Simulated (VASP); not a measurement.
An input for Quantum ESPRESSO's pw.x (written as the equivalent of a VASP run, and not itself run):

```
&CONTROL
  calculation = 'scf'
  pseudo_dir = './pseudo'
  outdir = './out'
  tprnfor = .true.
  tstress = .true.
/
&SYSTEM
  ibrav = 0
  nat = 4
  ntyp = 2
  ecutwfc = 84
  occupations = 'smearing'
  smearing = 'methfessel-paxton'
  degauss = 0.00735
  input_dft = 'pbesol'
/
&ELECTRONS
  conv_thr = 7.3e-09
  electron_maxstep = 100
/
ATOMIC_SPECIES
  Tl 204.380 Tl.upf
  As 74.922 As.upf
CELL_PARAMETERS angstrom
     4.1310899   -0.0000000    0.0000000
    -2.0655450    3.4400278    0.0000000
     0.0000000    0.0000000    7.2071621
ATOMIC_POSITIONS crystal
  Tl   0.0000000  0.0000000  0.0000000
  Tl   0.0000000  0.0000000  0.5000000
  As   0.3333330  0.6666670  0.2500000
  As   0.6666670  0.3333330  0.7500000
K_POINTS automatic
  8 8 4 0 0 0
```

Q: Translate this input to VASP (INCAR, KPOINTS, POSCAR, choice of POTCAR).

A: One answer among several that fit: 
File KPOINTS:
```
kpoints
0
G
 8 8 4
```

**INCAR**
```
ALGO=Normal
EDIFF=1E-7
ENCUT=480
GGA=PS
ISIF=2
ISMEAR=1
LASPH=.TRUE.
LCHARG=.FALSE.
LMAXMIX=4
LREAL=.FALSE.
LWAVE=.FALSE.
NELM=100
PREC=Accurate
SIGMA=0.1
SYSTEM=TlAs
```

### POSCAR
```
TlAs
1
    4.1310899281    -0.0000000000     0.0000000000
   -2.0655449640     3.4400278199     0.0000000000
    0.0000000000     0.0000000000     7.2071620798
Tl As
2 2
Direct
  0.0000000000   0.0000000000   0.0000000000
  0.0000000000   0.0000000000   0.5000000000
  0.3333330000   0.6666670000   0.2500000000
  0.6666670000   0.3333330000   0.7500000000
```

POTCAR, in this order: Tl_d As (PBE.64 set). Program: vasp_std.

What does not carry over: the potentials are each code's own (VASP's PAW set, PseudoDojo norm-conserving files in pw.x), so ENCUT and ecutwfc are chosen apart and not converted; conv_thr bounds pw.x's estimated SCF error, while EDIFF bounds the energy change between steps.

The structure was generated: TlAs was put into the NiAs type (P6_3/mmc), which need not be its known phase. This cell was strained or had an atom moved on purpose.
